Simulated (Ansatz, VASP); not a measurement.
**AlSn: VASP beside Ansatz**

```
Al Sn
1.0
     4.16993    0.00000    0.00000
    -2.08496    3.61126    0.00000
     0.00000    0.00000    3.28465
Al Sn
1 1
Direct
  0.00000 0.00000 0.00000
  0.33333 0.66667 0.50000
```

Change from the starting cell: volume scaled by 0.98.

Alike in both runs: task single point; functional PBEsol; k mesh 11 × 11 × 12; occupations fermi-dirac, width 0.05 eV; no spin polarisation.

|  | VASP | Ansatz |
| --- | --- | --- |
| version | VASP 6.6.1 | Ansatz 0.2.0 |
| potentials or method | VASP PAW PBE potentials, release 64 (Al, Sn_d), cutoff 520 eV | all-electron LAPW, scalar-relativistic |

|  | VASP | Ansatz | Ansatz less VASP |
| --- | --- | --- | --- |
| pressure (GPa) | -1.1 | -1.1 | +0.04 |
| largest component of the traceless stress (GPa) | 0.82 | 0.81 | -0.011 |

Ansatz ran all-electron here, so the differences hold the error of VASP's frozen core and of both bases.

Caveats: the PAW data sets were made with another functional, which shifts forces and pressure a little (VASP).
